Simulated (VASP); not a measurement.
All values below come from LDA (Ceperley-Alder, Perdew-Zunger), VASP's LDA PAW potentials (set 64) (plane waves; VASP).

Input for VASP

### INCAR
```
ALGO = Normal
EDIFF = 1E-6
EDIFFG = -0.02
ENCUT = 500
IBRION = 2
ISIF = 3
ISMEAR = 0
LASPH = .True.
LCHARG = .False.
LREAL = .False.
LWAVE = .False.
NELM = 100
NSW = 40
PREC = Accurate
PSTRESS = 100
SIGMA = 0.05
SYSTEM = Si
```

File POSCAR:
```
Si
1
    0.0000000000     2.6252280381     2.6252280381
    2.6252280381    -0.0000000000     2.6252280381
    2.6252280381     2.6252280381    -0.0000000000
Si
2
Direct
  0.0000000000   0.0000000000   0.0000000000
  0.2500000000   0.2500000000   0.2500000000
```

KPOINTS:
```
Automatic mesh
0
Gamma
9 9 9
0 0 0
```

POTCAR, in this order: Si (LDA.64 set). Program: vasp_std.

The resulting files:

File OUTCAR:
```
 ion  position               nearest neighbor table
   1  0.000  0.000  0.000-   2 2.27   2 2.27   2 2.27   2 2.27
   2  0.250  0.250  0.250-   1 2.27   1 2.27   1 2.27   1 2.27
  LATTYP: Found a face centered cubic cell.
 ALAT       =     5.2504560762
 Subroutine PRICEL returns:
 Original cell was already a primitive cell.
 Subroutine GETGRP returns: Found 48 space group operations
The static configuration has the point symmetry T_d .
 The point group associated with its full space group is O_h .
The dynamic configuration has the point symmetry T_d .
 Subroutine INISYM returns: Found 48 space group operations
 Subroutine IBZKPT returns following result:
 Found     35 irreducible k-points:

 Following reciprocal coordinates:
            Coordinates               Weight
  0.000000  0.000000  0.000000      1.000000
  0.111111  0.000000  0.000000      8.000000
  0.222222  0.000000  0.000000      8.000000
  0.333333  0.000000  0.000000      8.000000
  0.444444  0.000000  0.000000      8.000000
  0.111111  0.111111  0.000000      6.000000
  0.222222  0.111111  0.000000     24.000000
  0.333333  0.111111  0.000000     24.000000
...
```

**OSZICAR**
```
       N       E                     dE             d eps       ncg     rms          rms(c)
DAV:   1     0.555292971863E+01    0.55529E+01   -0.32711E+03   560   0.750E+02
DAV:   2    -0.119050694465E+02   -0.17458E+02   -0.16367E+02   816   0.812E+01
DAV:   3    -0.121587229486E+02   -0.25365E+00   -0.25169E+00   720   0.122E+01
DAV:   4    -0.121601021344E+02   -0.13792E-02   -0.13792E-02   888   0.965E-01
DAV:   5    -0.121601037359E+02   -0.16015E-05   -0.16015E-05   768   0.245E-02    0.571E+00
DAV:   6    -0.119244161318E+02    0.23569E+00   -0.17369E-01   688   0.212E+00    0.346E+00
DAV:   7    -0.118243246189E+02    0.10009E+00   -0.28307E-01   696   0.276E+00    0.373E-01
DAV:   8    -0.118242200440E+02    0.10457E-03   -0.81819E-03   680   0.683E-01    0.794E-02
DAV:   9    -0.118241924107E+02    0.27633E-04   -0.24223E-04   888   0.105E-01    0.637E-02
DAV:  10    -0.118241958254E+02   -0.34147E-05   -0.12607E-05   680   0.258E-02    0.449E-02
DAV:  11    -0.118241957404E+02    0.85026E-07   -0.77025E-07   568   0.646E-03
   1 F= -.95656936E+01 E0= -.95656935E+01  d E =-.956569E+01
```

File OUTCAR:
```
------------------------ aborting loop because EDIFF is reached ----------------------------------------
  FORCE on cell =-STRESS in cart. coord.  units (eV):
  Direction    XX          YY          ZZ          XY          YZ          ZX
  --------------------------------------------------------------------------------------
  Total        2.2461935      2.2461935      2.2461935      0.0000000      0.0000000     -0.0000000
  in kB       99.4550058     99.4550058     99.4550058      0.0000000      0.0000000     -0.0000000
  external PRESSURE =      -0.5449942 kB  Pullay stress =     100.0000000 kB
  volume of cell :       36.19
      direct lattice vectors                 reciprocal lattice vectors
     0.000000000  2.625228038  2.625228038    -0.190459645  0.190459645  0.190459645
     2.625228038  0.000000000  2.625228038     0.190459645 -0.190459645  0.190459645
     2.625228038  2.625228038  0.000000000     0.190459645  0.190459645 -0.190459645
 POSITION                                       TOTAL-FORCE (eV/Angst)
 -----------------------------------------------------------------------------------
      0.00000      0.00000      0.00000         0.000000      0.000000      0.000000
      1.31261      1.31261      1.31261        -0.000000     -0.000000     -0.000000
 -----------------------------------------------------------------------------------
    total drift:                                0.000000      0.000000     -0.000000
  FREE ENERGIE OF THE ION-ELECTRON SYSTEM (eV)
  ---------------------------------------------------
  free  energy   TOTEN  =       -11.8241957404 eV

  energy  without entropy=      -11.8241956296  energy(sigma->0) =      -11.82419568
  enthalpy is  TOTEN    =        -9.5656935545 eV   P V=        2.2585021858

 reached required accuracy - stopping structural energy minimisation
```
(Selected blocks of OUTCAR.)

The compound is Si in the diamond structure. It was relaxed first under an external pressure of 10 GPa.
